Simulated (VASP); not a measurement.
These are HSE06 screened hybrid, VASP's PBE PAW potentials (set 64) (plane waves; VASP) values and carry that method's errors.

VASP ran on this input.

### INCAR
```
! general
SYSTEM  =Cd4SSe3
PREC    =Accurate
ENCUT   =400   ! plane-wave cut-off (eV)
LREAL   =F   ! projection in real space or not
LASPH   =T   ! aspherical one-centre terms
ISYM    =3

! electronic loop
EDIFF   =1E-6
NELM    =60   ! most electronic steps
ALGO    =Normal   ! blocked Davidson
LMAXMIX =4

! smearing
ISMEAR  =0
SIGMA   =0.05   ! width (eV)

! functional
GGA     =PE   ! PBE
LHFCALC =T
AEXX    =0.25
HFSCREEN=0.2   ! 1/Angstrom
PRECFOCK=Fast

! ions
ISIF    =2

! output
LWAVE   =F
LCHARG  =F
```

File POSCAR:
```
Cd4SSe3
1.0
  4.3287132287  -7.5041643250  -0.0004888032
  2.1672198605   3.7537347504   0.0000000000
 -0.0003908463   0.0002256553   7.0697078677
Cd Se S
4 3 1
Cart
  2.2284256725  -1.2865874608   3.5038505820
  2.1598596325   1.2554991830   7.0635347383
  4.2682164271  -4.9667514742   3.4952169203
  4.3360246682  -2.5034055814   0.0895248827
  2.1849812251  -1.2615047916   6.1881181445
  2.1554228793   1.2580607441   2.6698836248
  4.3093010240  -4.9904716827   6.1881877825
  4.3397475511  -2.5055549893   2.6699711788
```

KPOINTS:
```
kpoints
0
Gamma
  2 4 4
0 0 0
```

File KPOINTS_OPT:
```
named points and PBE's band edges
8
Reciprocal
  0.000000   0.000000   0.000000 1 ! GAMMA
  0.500000  -0.500000   0.000000 1 ! Z
  0.500000   0.000000   0.000000 1 ! B
  0.000000   0.000000  -0.500000 1 ! Y_2
  0.500000  -0.500000  -0.500000 1 ! C_2
  1.000000  -0.500000   0.000000 1 ! D
  0.500000   0.000000  -0.500000 1 ! A
  0.062500  -0.062500   0.000000 1 ! near an edge
```

POTCAR, in this order: Cd Se S (PBE.64 set). Program: vasp_std. Read from the step before: WAVECAR.

Output

OSZICAR:
```
       N       E                     dE             d eps       ncg     rms          rms(c)
DAV:   1    -0.281160823780E+02   -0.28116E+02   -0.20874E+00  1376   0.864E+00    0.399E+00
DAV:   2    -0.281383470237E+02   -0.22265E-01   -0.18147E-01  1511   0.330E+00    0.233E+00
DAV:   3    -0.281327050784E+02    0.56419E-02   -0.14380E-02  1579   0.920E-01    0.141E+00
DAV:   4    -0.281311241109E+02    0.15810E-02   -0.21919E-03  1563   0.288E-01    0.840E-01
DAV:   5    -0.281307560090E+02    0.36810E-03   -0.54927E-04  1549   0.112E-01    0.494E-01
DAV:   6    -0.281306524026E+02    0.10361E-03   -0.92392E-05  1537   0.509E-02    0.286E-01
DAV:   7    -0.281306132851E+02    0.39118E-04   -0.17257E-05  1498   0.252E-02    0.164E-01
DAV:   8    -0.281306000361E+02    0.13249E-04   -0.72280E-06  1311   0.151E-02    0.933E-02
DAV:   9    -0.281305961450E+02    0.38911E-05   -0.27995E-06  1220   0.920E-03    0.536E-02
DAV:  10    -0.281305951499E+02    0.99507E-06   -0.10068E-06   930   0.569E-03
   1 F= -.28130595E+02 E0= -.28130595E+02  d E =-.215170E-15
       N       E                     dE             ncg
```

**OUTCAR**
```
------------------------ aborting loop because EDIFF is reached ----------------------------------------
  FORCE on cell =-STRESS in cart. coord.  units (eV):
  Direction    XX          YY          ZZ          XY          YZ          ZX
  --------------------------------------------------------------------------------------
  Total       -1.6879393     -1.7609349     -2.1743337     -0.0632158      0.0047269     -0.0081875
  in kB      -11.7658157    -12.2746334    -15.1562385     -0.4406473      0.0329489     -0.0570713
  external PRESSURE =     -13.0655625 kB  Pullay stress =       0.0000000 kB
  volume of cell :      229.85
      direct lattice vectors                 reciprocal lattice vectors
     4.328713229 -7.504164325 -0.000488803     0.115456847 -0.066659044  0.000008511
     2.167219860  3.753734750  0.000000000     0.230812033  0.133141953  0.000008511
    -0.000390846  0.000225655  7.069707868     0.000007983 -0.000004609  0.141448561
 POSITION                                       TOTAL-FORCE (eV/Angst)
 -----------------------------------------------------------------------------------
      2.22843     -1.28659      3.50385        -0.032674      0.018864      0.024426
      2.15986      1.25550      7.06353         0.015136     -0.008739     -0.008573
      4.26822     -4.96675      3.49522         0.015763     -0.009101      0.037038
      4.33602     -2.50341      0.08952        -0.004737      0.002735      0.001285
      2.18498     -1.26150      6.18812        -0.001523      0.000879     -0.015203
      2.15542      1.25806      2.66988         0.016945     -0.009783     -0.031963
      4.30930     -4.99047      6.18819        -0.011472      0.006623      0.001689
      4.33975     -2.50555      2.66997         0.002561     -0.001479     -0.008698
 -----------------------------------------------------------------------------------
    total drift:                                0.000737      0.000923     -0.001234
  FREE ENERGIE OF THE ION-ELECTRON SYSTEM (eV)
  ---------------------------------------------------
  free  energy   TOTEN  =       -28.1305951499 eV

  energy  without entropy=      -28.1305951499  energy(sigma->0) =      -28.13059515

  exchange ACFDT corr.  =         0.00000000  see jH, gK, PRB 81, 115126
```
(Selected blocks of OUTCAR.)

The structure was generated: Cd4SSe3 was put into an ordered model structure (Pm), which need not be its known phase. It was relaxed first, which changed the volume by +5 %.
